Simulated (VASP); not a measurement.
```
CELL_PARAMETERS angstrom
      0.00000     3.02400     3.02400
      3.02400     0.00000     3.02400
      3.02400     3.02400     0.00000
ATOMIC_POSITIONS crystal
  Rh 0.00000 0.00000 0.00000
  Te 0.50000 0.50000 0.50000
```

Method: PBE GGA, VASP's PBE PAW potentials (set 64) (plane waves; VASP). Run with 400 eV cut-off, 9×9×9 Γ-centred mesh, first-order Methfessel-Paxton smearing of 0.10 eV, potentials Rh_pv Te.

Energy and stress use the plane-wave basis of the starting cell.

The ions, cell shape and volume are relaxed. What does this cell relax into?

```
CELL_PARAMETERS angstrom
      0.00000     2.73629     2.73629
      2.73629     0.00000     2.73629
      2.73629     2.73629     0.00000
ATOMIC_POSITIONS crystal
  Rh 0.00000 0.00000 0.00000
  Te 0.50000 0.50000 0.50000
```
Space group Fm-3m (225), at a tolerance of 0.03 Å.

How do energy and volume change from the first to the last step?

The energy (σ→0) changes by -500.1 meV/atom and the volume by -25.9 %, in 4 ionic steps.

The structure was generated: RhTe was put into the rock salt type (Fm-3m), which need not be its known phase. This run relaxes it. Symmetry was kept, so distortions that lower it aren't found. The electron count is odd and the run is not spin-polarised, which forces a metal.
